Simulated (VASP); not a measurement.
Crystal: ZrB2.

```
CELL_PARAMETERS angstrom
3.17000 0.00000 0.00000
-1.58500 2.74530 0.00000
0.00000 0.00000 3.53300
ATOMIC_POSITIONS crystal
Zr 0.00000 0.00000 0.00000
B 0.33333 0.66667 0.50000
B 0.66667 0.33333 0.50000
```

- Program: VASP 6.6.1
- Task: relaxation of cell and atoms
- Functional: PBE
- Dispersion: D3(BJ)
- Potentials or basis: VASP PAW PBE potentials, release 64 (Zr_sv, B)
- Cutoff: 600 eV
- k mesh: 15 × 15 × 10
- Occupations: methfessel-paxton, width 0.1 eV
- Spin: no spin polarisation

At the start: pressure -5.3 GPa; volume 10.25 Å³/atom.

Problem. Where does the relaxation end?

Solution. Over 3 steps the energy falls by 3.8 meV/atom and the volume is 10.03 Å³/atom (-2.2 %); space group P6/mmm (No. 191, to 0.05 Å).

The path:
| step | energy change (eV) | largest force (eV/Å) | pressure (GPa) | volume (Å³) |
| --- | --- | --- | --- | --- |
| 1 | 0.0000 | 0.0000 | -5.33 | 30.75 |
| 2 | 0.0069 | 0.0000 | 7.33 | 29.25 |
| 3 | -0.0115 | 0.0000 | -0.01 | 30.08 |

Final structure:
```
Zr B
1.0
     3.14576    0.00000    0.00000
    -1.57288    2.72431    0.00000
     0.00000    0.00000    3.50938
Zr B
1 2
Direct
  0.00000 0.00000 0.00000
  0.33333 0.66667 0.50000
  0.66667 0.33333 0.50000
```

Caveat: pairwise dispersion overbinds metals, which lowers pressure and volume.
